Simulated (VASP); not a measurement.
Here is the system:

```yaml
crystal:
  lattice:
    - [3.50601, 0.00000, 0.00000]
    - [0.00000, 3.50601, 0.00000]
    - [0.00000, 0.00000, 3.50601]
  atoms:
    - { symbol: Si, position: [0.00000, 0.00000, 0.00000] }
    - { symbol: Ni, position: [0.00000, 0.50000, 0.50000] }
    - { symbol: Ni, position: [0.50000, 0.00000, 0.50000] }
    - { symbol: Ni, position: [0.50000, 0.50000, 0.00000] }
```

The numbers are results of PBE GGA, VASP's PBE PAW potentials (set 64) (plane waves; VASP), not measurements. Numerical set-up: 520 eV cut-off, Gaussian smearing of 0.050 eV, potentials Si Ni.

Predict the band gap (along the path) with the smallest direct gap where there is one.

```
Property                                                      Value
-------------------------  ----------------------------------------
band gap (along the path)  none (metal, semimetal or under 0.01 eV)
```

The absolute energy has meaning only against runs of the same code, potentials and settings.

The compound is Ni3Si in the L1_2 structure. It was relaxed first. The run is not spin-polarised, so no magnetic state was tried.
